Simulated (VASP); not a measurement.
A run of VASP 6.6.1 is set up as follows.

Contents of INCAR:

```
PREC     = Accurate       # precision mode
ENCUT    = 520            # plane-wave cutoff, eV
EDIFF    = 1E-6           # SCF threshold, eV
ISMEAR   = 0              # smearing method
SIGMA    = 0.15           # smearing width, eV
LREAL    = False          # projectors in reciprocal space
LASPH    = True           # aspherical terms in the spheres
NELM     = 100            # most SCF steps
ALGO     = Fast           # electronic algorithm
ISIF     = 2              # what is computed and relaxed
LWAVE    = False          # write WAVECAR
LCHARG   = False          # write CHGCAR
GGA      = PE             # functional
NBANDS   = 12             # bands
```

Contents of KPOINTS:

```
Automatic mesh
0
Gamma
  16 16 16
```

Contents of POSCAR:

```
NaB
1.0
    0.0000000000      2.7643850700      2.6838690000
    2.7643850700      0.0000000000      2.6838690000
    2.7643850700      2.7643850700      0.0000000000
Na B
1 1
Direct
    0.0000000000      0.0000000000      0.0000000000
    0.5000000000      0.5000000000      0.5000000000
```

Potentials or basis: VASP PAW PBE potentials, release 64 (Na_pv, B).

Run with:

```console
$ cat potpaw_PBE.64/Na_pv/POTCAR potpaw_PBE.64/B/POTCAR > POTCAR
$ mpirun -np 1 vasp_std > vasp.out
```

Q: Estimate the band gap on the k mesh.

A: None (metal or under the smearing width).

Q: Predict the pressure.

A: -1.1 GPa.

Stress tensor (GPa, compression positive):
```
-1.73  0.00  0.00
 0.00 -1.73  0.00
 0.00  0.00  0.21
```
